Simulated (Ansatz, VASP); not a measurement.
## Cross-check of HfC between VASP and Ansatz

One calculation is typed for both programs; each brings its own data sets. How far apart do they land? The cell is generated by rule, not measured, and may not be a known phase. The cell is taken from a series of runs on this material, whose earlier steps may have relaxed, scaled, displaced or heated it; both programs get it as it stands. Other levels of theory on this material are compared in a session of their own.

Calculated with Ansatz 0.2.0; plane waves, with VASP 6.6.1 beside it; zone-centre phonons at PBEsol.

The structure was built from a prototype and need not be the compound's stable phase.

### 1. The structure

The structure is cubic, space group F-43m (No. 216). The conventional cell has a = 4.996 Å, b = 4.996 Å, c = 4.996 Å, α = 90.00°, β = 90.00°, γ = 90.00°. Nearest to Hf lie 4 C at 2.16 Å. C has 4 Hf at 2.16 Å nearest. Farther neighbours are not listed.

Coordinates:

```cif
data_structure
_symmetry_space_group_name_H-M 'F-43m'
_symmetry_Int_Tables_number 216
_cell_length_a 4.9959
_cell_length_b 4.9959
_cell_length_c 4.9959
_cell_angle_alpha 90.000
_cell_angle_beta 90.000
_cell_angle_gamma 90.000
_cell_volume 124.69
loop_
_atom_site_label
_atom_site_type_symbol
_atom_site_symmetry_multiplicity
_atom_site_Wyckoff_symbol
_atom_site_fract_x
_atom_site_fract_y
_atom_site_fract_z
_atom_site_occupancy
Hf1 Hf 4 a 0.00000 0.00000 0.00000 1
C1 C 4 d 0.25000 0.25000 0.75000 1
```

### 2. VASP: zone-centre phonons, PBEsol

Second derivatives magnify differences that forces hide, and they need a tight electronic threshold.

Lines of VASP's logs that name or quote its potential files are left out, and so is its time.

Contents of INCAR:

```
SYSTEM = HfC
PREC = Accurate
ENCUT = 600
EDIFF = 1E-08
NELM = 120
ISMEAR = 0
SIGMA = 0.01
LREAL = .FALSE.
ALGO = Normal
GGA = PS
NBANDS = 13
LASPH = .TRUE.
LORBIT = 11
LWAVE = .FALSE.
LCHARG = .FALSE.
ISIF = 2
IBRION = 8
GGA_COMPAT = .FALSE.
EFERMI = MIDGAP
KPAR = 2
```

Contents of POSCAR:

```
HfC
1.0
    0.0000000000      2.4979497977      2.4979497977
    2.4979497977      0.0000000000      2.4979497977
    2.4979497977      2.4979497977      0.0000000000
Hf C
1 1
Direct
    0.0000000000      0.0000000000      0.0000000000
    0.2500000000      0.2500000000      0.2500000000
```

Contents of KPOINTS:

```
Automatic mesh
0
Gamma
12 12 12
0 0 0
```

Potentials, in the order of the species: Hf_pv and C (PBE family, release 64).

Run with:

```sh
$ mpirun -np 2 vasp_std
```

Numbers of over 12 decimals in the logs are rounded to 6 here.

Log:

```text
[banner, memory and clock lines left out]
running    2 mpi-ranks, on    1 nodes
 distrk:  each k-point on    1 cores,    2 groups
 distr:  one band on    1 cores,    1 groups

 POSCAR found type information on POSCAR HfC
 POSCAR found :  2 types and       2 ions
|                                                                             |
|               ----> ADVICE to this user running VASP <----                  |
|                                                                             |
|     You enforced a specific xc type in the INCAR file but a different       |
|     [... a line on the potential file left out ...]
|     I HOPE YOU KNOW WHAT YOU ARE DOING!                                     |
|                                                                             |

 LDA part: xc-table for (Slater+PW92), standard interpolation
 POSCAR, INCAR and KPOINTS ok, starting setup
 FFT: planning ... GRIDC
 FFT: planning ... GRID_SOFT
 FFT: planning ... GRID
 WAVECAR not read
 entering main loop
       N       E                     dE             d eps       ncg     rms          rms(c)
DAV:   1     0.308256904795E+02    0.30826E+02   -0.80780E+03  1872   0.112E+03
DAV:   2    -0.225628118672E+02   -0.53389E+02   -0.49856E+02  2502   0.219E+02
DAV:   3    -0.248406284055E+02   -0.22778E+01   -0.22658E+01  2362   0.338E+01
DAV:   4    -0.248587425925E+02   -0.18114E-01   -0.18111E-01  2131   0.370E+00
DAV:   5    -0.248589361206E+02   -0.19353E-03   -0.19353E-03  2329   0.340E-01    0.538E+01
DAV:   6    -0.207400194929E+02    0.41189E+01   -0.14718E+01  2042   0.219E+01    0.359E+01
DAV:   7    -0.207307899338E+02    0.92296E-02   -0.71904E-01  2317   0.611E+00    0.227E+01
DAV:   8    -0.207218175054E+02    0.89724E-02   -0.69505E-02  2102   0.196E+00    0.688E+00
DAV:   9    -0.207141657704E+02    0.76517E-02   -0.26190E-02  2027   0.859E-01    0.118E+00
DAV:  10    -0.207140120966E+02    0.15367E-03   -0.90620E-04  2327   0.234E-01    0.292E-01
DAV:  11    -0.207140202174E+02   -0.81208E-05   -0.66602E-05  2215   0.682E-02    0.187E-02
DAV:  12    -0.207140192938E+02    0.92365E-06   -0.40762E-06  2175   0.169E-02    0.454E-02
DAV:  13    -0.207140189389E+02    0.35485E-06   -0.34557E-07  2317   0.496E-03    0.283E-03
DAV:  14    -0.207140189617E+02   -0.22784E-07   -0.72566E-09  1357   0.783E-04    0.305E-03
DAV:  15    -0.207140189542E+02    0.74810E-08   -0.41870E-09  1061   0.528E-04
   1 F= -.20714019E+02 E0= -.20714019E+02  d E =-.318892E-42
 Linear response reoptimize wavefunctions to high precision
DAV:   1    -0.207140189519E+02    0.23117E-08   -0.50064E-10  1386   0.201E-04
DAV:   2    -0.207140189519E+02    0.17963E-10   -0.42792E-11   981   0.559E-05
 Linear response DOF=           2
 Linear response progress:
  Degree of freedom:   1/  2
       N       E                     dE             d eps       ncg     rms          rms(c)
RMM:   1    -0.218743507103E+00   -0.21874E+00    0.39137E+00  7654   0.128E+01
RMM:   2    -0.215793675845E+00    0.29498E-02   -0.36161E-02 11202   0.142E+00    0.959E-01
RMM:   3    -0.215134503874E+00    0.65917E-03   -0.11527E-03 14661   0.188E-01    0.525E-01
RMM:   4    -0.214562191820E+00    0.57231E-03   -0.16426E-04 15571   0.873E-02    0.177E-01
RMM:   5    -0.214382994326E+00    0.17920E-03   -0.14425E-05 16566   0.291E-02    0.308E-02
RMM:   6    -0.214375009866E+00    0.79845E-05   -0.35593E-06 14935   0.118E-02    0.159E-02
RMM:   7    -0.214373517874E+00    0.14920E-05    0.12460E-06 16900   0.279E-03    0.141E-02
RMM:   8    -0.214369854528E+00    0.36633E-05    0.29903E-06 15749   0.116E-03    0.245E-04
RMM:   9    -0.214369837176E+00    0.17352E-07   -0.11095E-07 17735   0.404E-04    0.733E-04
RMM:  10    -0.214370198669E+00   -0.36149E-06   -0.76876E-07 16092   0.137E-04    0.184E-04
RMM:  11    -0.214370237699E+00   -0.39031E-07   -0.30840E-07 17498   0.508E-05    0.575E-05
RMM:  12    -0.214370265881E+00   -0.28182E-07   -0.11519E-07 16374   0.238E-05    0.251E-05
RMM:  13    -0.214370270247E+00   -0.43660E-08   -0.39740E-08 16581   0.105E-05    0.186E-05
 first order change of Fermi-energy  -0.81805E-04
 force on displaced ion       1 direction 1 : -13.040  -0.000  -0.000
 Linear response progress:
  Degree of freedom:   2/  2
       N       E                     dE             d eps       ncg     rms          rms(c)
RMM:   1    -0.122928035883E+00   -0.12293E+00    0.70164E-02 16548   0.202E+00
RMM:   2    -0.123235860029E+00   -0.30782E-03   -0.28156E-03 11795   0.333E-01    0.974E-01
RMM:   3    -0.123105249277E+00    0.13061E-03   -0.13473E-03 10730   0.214E-01    0.519E-01
RMM:   4    -0.124188957726E+00   -0.10837E-02   -0.88306E-04 11311   0.176E-01    0.640E-02
RMM:   5    -0.124005567904E+00    0.18339E-03   -0.34921E-05 12453   0.367E-02    0.233E-02
RMM:   6    -0.123991924059E+00    0.13644E-04   -0.17035E-06 12998   0.749E-03    0.732E-03
RMM:   7    -0.123980843139E+00    0.11081E-04   -0.21149E-07 12882   0.287E-03    0.216E-03
RMM:   8    -0.123981773242E+00   -0.93010E-06   -0.10757E-08 13507   0.581E-04    0.450E-04
RMM:   9    -0.123981374541E+00    0.39870E-06    0.44377E-10 13245   0.178E-04    0.183E-04
RMM:  10    -0.123981365171E+00    0.93698E-08    0.10775E-09 13881   0.462E-05    0.177E-04
 first order change of Fermi-energy   0.10200E-03
 force on displaced ion       2 direction 1 : -13.044  -0.000  -0.000
 Linear response finished
```

From OUTCAR (step 2):

```text
ion  position               nearest neighbor table
   1  0.000  0.000  0.000-   2 2.16   2 2.16   2 2.16   2 2.16
   2  0.250  0.250  0.250-   1 2.16   1 2.16   1 2.16   1 2.16

  LATTYP: Found a face centered cubic cell.
 ALAT       =     4.9958995954

 Subroutine GETGRP returns: Found 24 space group operations
 (whereof 24 operations were pure point group operations)

The static configuration has the point symmetry T_d .

 Found     72 irreducible k-points:

   k-points           NKPTS =     72   k-points in BZ     NKDIM =     72   number of bands    NBANDS=     13

   dimension x,y,z NGX =    28 NGY =   28 NGZ =   28
   dimension x,y,z NGXF=    56 NGYF=   56 NGZF=   56

   ENCUT  =  600.0 eV  44.10 Ry    6.64 a.u.   7.06  7.06  7.06*2*pi/ulx,y,z

   NELECT =      14.0000    total number of electrons

 k-points in reciprocal lattice and weights: Automatic mesh
   0.00000000  0.00000000  0.00000000       0.001
   0.08333333  0.00000000  0.00000000       0.005
   0.16666667  0.00000000  0.00000000       0.005
   0.25000000  0.00000000  0.00000000       0.005
   0.33333333  0.00000000  0.00000000       0.005
   0.41666667  0.00000000  0.00000000       0.005
   0.50000000  0.00000000  0.00000000       0.002
   0.08333333  0.08333333  0.00000000       0.003
   0.16666667  0.08333333  0.00000000       0.014
[...]
-0.33333333  0.50000000  0.16666667       0.007
  -0.25000000  0.50000000  0.25000000       0.003

 average (electrostatic) potential at core
       1 -37.2505       2 -49.0509

  Total       -0.0408839     -0.0408839     -0.0408839      0.0000000      0.0000000      0.0000000
  in kB       -2.1012700     -2.1012700     -2.1012700      0.0000000      0.0000000      0.0000000
  external PRESSURE =      -2.1012700 kB  Pullay stress =       0.0000000 kB

  energy-cutoff  :      600.00
  volume of cell :       31.17
      direct lattice vectors                 reciprocal lattice vectors
     0.000000000  2.497949798  2.497949798    -0.200164151  0.200164151  0.200164151
     2.497949798  0.000000000  2.497949798     0.200164151 -0.200164151  0.200164151
     2.497949798  2.497949798  0.000000000     0.200164151  0.200164151 -0.200164151

 POSITION                                       TOTAL-FORCE (eV/Angst)
 -----------------------------------------------------------------------------------
      0.00000      0.00000      0.00000         0.000000      0.000000      0.000000
      1.24897      1.24897      1.24897        -0.000000     -0.000000     -0.000000
 -----------------------------------------------------------------------------------
    total drift:                               -0.000000     -0.000000     -0.000000

 Eigenvectors and eigenvalues of the dynamical matrix
 ----------------------------------------------------

   1 f  =   16.830517 THz   105.749256 2PiTHz  561.405609 cm-1    69.605393 meV
             X         Y         Z           dx          dy          dz
      0.000000  0.000000  0.000000    -0.251068    0.000000   -0.000000
      1.248975  1.248975  1.248975     0.967969    0.000000   -0.000000

   2 f  =   16.830517 THz   105.749256 2PiTHz  561.405609 cm-1    69.605393 meV
             X         Y         Z           dx          dy          dz
      0.000000  0.000000  0.000000     0.000000   -0.251068   -0.000000
      1.248975  1.248975  1.248975    -0.000000    0.967969   -0.000000

   3 f  =   16.830517 THz   105.749256 2PiTHz  561.405609 cm-1    69.605393 meV
             X         Y         Z           dx          dy          dz
      0.000000  0.000000  0.000000     0.000000    0.000000   -0.251068
      1.248975  1.248975  1.248975     0.000000    0.000000    0.967969

   4 f/i=    0.000501 THz     0.003146 2PiTHz    0.016704 cm-1     0.002071 meV
             X         Y         Z           dx          dy          dz
      0.000000  0.000000  0.000000    -0.922693   -0.289975    0.038959
      1.248975  1.248975  1.248975    -0.239324   -0.075212    0.010105

   5 f/i=    0.000501 THz     0.003146 2PiTHz    0.016704 cm-1     0.002071 meV
             X         Y         Z           dx          dy          dz
      0.000000  0.000000  0.000000     0.292324   -0.919071    0.082582
      1.248975  1.248975  1.248975     0.075822   -0.238385    0.021420

   6 f/i=    0.000501 THz     0.003146 2PiTHz    0.016704 cm-1     0.002071 meV
             X         Y         Z           dx          dy          dz
      0.000000  0.000000  0.000000     0.012252    0.090485    0.963653
      1.248975  1.248975  1.248975     0.003178    0.023470    0.249948

 ELASTIC MODULI CONTR FROM IONIC RELAXATION (kBar)
 Direction    XX          YY          ZZ          XY          YZ          ZX
 --------------------------------------------------------------------------------
 XX          -0.0000      0.0000      0.0000     -0.0000      0.0000     -0.0000
 YY           0.0000     -0.0000     -0.0000     -0.0000     -0.0000      0.0000
 ZZ           0.0000     -0.0000     -0.0000      0.0000     -0.0000     -0.0000
 XY          -0.0000     -0.0000      0.0000   -504.2574      0.0000      0.0000
 YZ           0.0000     -0.0000     -0.0000      0.0000   -504.2574     -0.0000
 ZX          -0.0000      0.0000     -0.0000      0.0000     -0.0000   -504.2574
 --------------------------------------------------------------------------------
```

### 3. Ansatz: zone-centre phonons, PBEsol

Ansatz runs on its default PAW (the set named soft_2) files.

The same cell, functional, mesh and smearing now go to Ansatz, which takes its cutoff from its data sets.

Contents of input.yaml:

```yaml
crystal:
  lattice:
    - [0.0, 2.4979497977, 2.4979497977]
    - [2.4979497977, 0.0, 2.4979497977]
    - [2.4979497977, 2.4979497977, 0.0]
  atoms:
    - { symbol: Hf, position: [0.0, 0.0, 0.0] }
    - { symbol: C, position: [0.25, 0.25, 0.25] }
kpoints:
  mp_grid: { grid: [12, 12, 12] }
hamiltonian:
  xc: pbesol
scf:
  occupations: { method: gaussian, width: 0.01 }
output:
  eigenvalues: true
phonons:
  method: dfpt
```

Run with:

```sh
$ ansatz run input.yaml --threads 4 --pin off --max-ram 7168MiB --backend cpu --events-out ev --progress --plain --runs-dir out
```

Log:

```text
zone centre: on kpoints.mp_grid the ground state, and the responses unless they are solved on pairs of k-points, stand on 163 of the mesh's 1728 k-points, reduced under 8 symmetry operations, with k and −k counted as one. Each operation leaves every solved displacement unchanged or reverses it
Engine: ansatz 0.2.0, aarch64-unknown-linux-gnu
Pseudopotentials: kind: paw
Pseudopotential: Hf, paw, valence charge 26, recommended cutoff 420 eV (normal), Hf.paw.azcp
Pseudopotential: C, paw, valence charge 4, recommended cutoff 420 eV (normal), C.paw.azcp
Functional definition: PBEsol
  exchange = pbesol_x
  correlation = pbesol_c
Crystal: 2 atoms, lattice volume = 31.173 Å³
Basis set: ecut = 420 eV, 609 PW (Γ), exchange–correlation on 48×48×48 points (8 copies of the dense FFT grid, shifted against one another)
Bands: 19, of which v1, the nominal top of the filled ones, is band 15 counted from 1 (14 counted from 0)
Symmetry: 24 space group operations
k-points: 163 of 1728 (irreducible under 8 space group operations, time reversal used)
Non-local potential: Hf, projectors of the file, l = 0: 3, l = 1: 2, l = 2: 2, l = 3: 3
Non-local potential: C, projectors of the file, l = 0: 2, l = 1: 2, l = 2: 1
PAW form: soft (Blöchl's): semilocal exchange-correlation on the pseudo side does not see the compensation charge
PAW frozen core: Hf, regenerated for the run's functional, and the local potential with it (the file was generated under x = pbe(κ = 0.804, μ = 0.219515), c = pbe(β = 0.066725))
PAW frozen core: C, regenerated for the run's functional, and the local potential with it (the file was generated under x = pbe(κ = 0.804, μ = 0.219515), c = pbe(β = 0.066725))
PAW one-centre angular grid: Hf, 590 points (default); XC on 64 Gauss nodes
PAW one-centre angular grid: C, 110 points (default); XC on 64 Gauss nodes
Initial density: superposition of atomic densities (neutral atoms: chi_scale 0, normalization atom), corrected by the library's trained network
Initial wavefunctions: pseudopotential atomic-orbital guess
Functional: x = pbesol(κ = 0.804, μ = 0.123457), c = pbesol(β = 0.046)
SCF iter   1: F=—  HF=-15845.246569 eV  |F-HF|=—  |Δ(HF+E_count)|=         —  Δρ=5.42e-3  dr2=1.54e-2  ethr=1.77e-3  ⟨swp⟩=4.8  Hψ=12627  notcnv=0
preconditioner: auto → none  [insulator: Δε(μ)=0.260 eV  Ē_g=17.429 eV  σ=0.010 eV  W_gap=1.00  n_scr=14 (ndim 8)  ℏωp=35.2 eV  f_vac=0.000  D(μ)=0.00/eV (n_scr^D=0)  ε∞_Penn≈5.1]
SCF iter   2: F=—  HF=-15845.243795 eV  |F-HF|=—  |Δ(HF+E_count)|=   2.77e-3  Δρ=1.77e-3  dr2=9.42e-4  ethr=5.13e-5  ⟨swp⟩=2.0  Hψ=5678  notcnv=0
SCF iter   3: F=—  HF=-15845.243773 eV  |F-HF|=—  |Δ(HF+E_count)|=   2.21e-5  Δρ=4.80e-4  dr2=4.34e-5  ethr=3.14e-6  ⟨swp⟩=2.0  Hψ=4185  notcnv=0
SCF iter   4: F=—  HF=-15845.243786 eV  |F-HF|=—  |Δ(HF+E_count)|=   1.36e-5  Δρ=3.88e-5  dr2=2.00e-7  ethr=1.45e-7  ⟨swp⟩=2.2  Hψ=3959  notcnv=0
SCF iter   5: F=—  HF=-15845.243785 eV  |F-HF|=—  |Δ(HF+E_count)|=   1.31e-6  Δρ=1.11e-5  dr2=2.51e-8  ethr=6.67e-10  ⟨swp⟩=2.0  Hψ=5496  notcnv=0
SCF iter   6: F=—  HF=-15845.243785 eV  |F-HF|=—  |Δ(HF+E_count)|=   6.16e-8  Δρ=3.08e-6  dr2=1.11e-9  ethr=8.38e-11  ⟨swp⟩=2.1  Hψ=5566  notcnv=0
SCF iter   7: F=—  HF=-15845.243785 eV  |F-HF|=—  |Δ(HF+E_count)|=   1.41e-9  Δρ=5.70e-7  dr2=3.55e-11  ethr=3.70e-12  ⟨swp⟩=2.7  Hψ=5747  notcnv=0
SCF iter   8: F=-15845.243785 eV  HF=-15845.243785 eV  |F-HF|=5.46e-12  |Δ(HF+E_count)|=  2.73e-11  Δρ=9.76e-8  dr2=1.68e-12  ethr=1.00e-12  ⟨swp⟩=5.8  Hψ=14641  notcnv=0
SCF 1 converged in 8 iterations: F = -15845.243785 eV  dr2 = 1.68e-12
  greatest PAW one-centre occupation: 0.998 electrons in one spin orbital (limit 2), on the Hf atom at site 0 (counted from 0), in its partial waves of l = 0
DFPT response loops at Γ: preconditioner auto → none (the input reference at scf.mixing.eps_inf says where Resta's filter doesn't serve); β = 0.50; Broyden in place of MSR1
SCF converged after 8 iterations
Free energy (F): -15845.243785 eV
Harris-Foulkes:  -15845.243785 eV  (|F-HF|=5.46e-12)
Internal energy: -15845.243785 eV  (E = F + TS)
E sigma→0 (E₀):  -15845.243785 eV
Fermi energy:    15.230142 eV
--- Per-component energies (eV) ---
  E_band       = -28.438995
  E_kinetic    = 512.352746
  E_local      = -5757.869509  (includes V_loc(G=0)·N_el)
  E_nonlocal   = -1210.483915
  E_hartree    = 2670.668112
  E_xc         = -345.486313
  E_vxc        = -325.364463  (∫ρ·V_xc dr)
  E_paw        = -6902.949433  (= ΣΔE_a)
  E_vpaw       = 1411.589816  (= ΣTr[D̂ρ^β])
  E_aug_tail   = 0.000006  (compensation charges beyond the density's cutoff)
  E_ewald      = -4812.747670
  E_core_change = 1.272192  (= ΣΔE_core)
  E_smearing   = -0.000000  (= −TS)
  E_closure    = 0.000000  (closes the sum)
  Σ components = -15845.243785   (vs F -15845.243785, Δ=0.00e0)
--- Band table (eV; the first three rows and the last of 163) ---
  k-point 0: bands = [... 11 lower, 4.8206, 12.7610, 12.7610, 12.7610, 18.5001, 18.7280, 18.7280, 24.3988]
  k-point 1: bands = [... 11 lower, 4.8903, 12.5931, 12.8219, 12.8219, 18.6247, 18.6247, 18.8454, 24.1874]
  k-point 2: bands = [... 11 lower, 5.1103, 12.2402, 12.9784, 12.9784, 18.4410, 18.4410, 19.6447, 23.7808]
  k-point 162: bands = [... 11 lower, 6.8287, 12.1731, 13.0980, 15.1377, 15.3226, 18.6849, 20.2732, 21.6646]
--- Phonons (Γ-DFPT): 2 representative perturbations + reference, on 163 of 1728 k-points (Σ response iterations 6) ---
  k mesh reduced under 8 symmetry operations, with k and −k counted as one. Each operation leaves every solved displacement unchanged or reverses it
  ASR residual: 8.313e-5 → 0.000e0 eV/Å²; symmetrization residual: 3.189e-7 eV/Å²
  ASR residual per site (eV/Å²): 8.31e-5 1.69e-5
  Γ frequencies (cm⁻¹): 0.00 0.00 0.00 558.14 558.14 558.14
  non-analytic LO–TO correction: not included (Born effective charges unavailable; polar crystals: no LO–TO splitting at Γ)
```

In the SCF lines HF is the Harris–Foulkes energy and dr2 the Hartree energy of the density residual, in eV; the loop may stop once dr2 is under the threshold and the program's other checks hold. Hψ counts applications of the Hamiltonian.

### 4. Differences

Known differences besides the potentials themselves: the data sets hold 30 valence electrons in Ansatz (on its default PAW (the set named soft_2) files) and 14 in VASP; the cutoff is 420 eV in Ansatz and 600 eV in VASP; Ansatz makes its cores anew for this functional, VASP keeps those of its PBE data sets. Total energies have different zeros and are not compared.

Both answers:

```tsv
quantity	Ansatz	VASP	difference
optical mode 1 to 3 (cm⁻¹)	558.1	561.4	-0.58 %
```

Modes are paired by rising frequency, not by their patterns, so a pair may set unlike modes beside each other; they are those without the splitting of longitudinal modes.

### 5. Results

- r.m.s. difference of the optical zone-centre modes, each program's sorted by frequency (zone-centre phonons, PBEsol): 3.3 cm⁻¹
- difference in optical mode 1 to 3 (zone-centre phonons, PBEsol): -0.6 %

**Reading.** The r.m.s. difference of the optical zone-centre modes, each program's sorted by frequency is 3.3 cm⁻¹ (zone-centre phonons, PBEsol). The data sets hold unlike numbers of valence electrons (30 in Ansatz and 14 in VASP), so part of the differences comes from the potentials. Among the rows given in per cent, the largest difference of the zone-centre phonons, PBEsol pair is in optical mode 1 to 3, -0.6 %. 3 further runs of this series are not shown here. How closely two codes agree says nothing of how well the functional describes the real material.

[Lines on the potential files, build, host, timing and source positions are cut from VASP's logs without a mark.]

[Logs are printed without paths, hosts, clocks, repeated set-up lines and the standing remarks that a program may print on its own settings, such as how far it seeks lower states.]

[Hosts, paths, dates, database ids (printed as entryN), source tags and the programs' standing remarks are cut or masked in the printed files.]
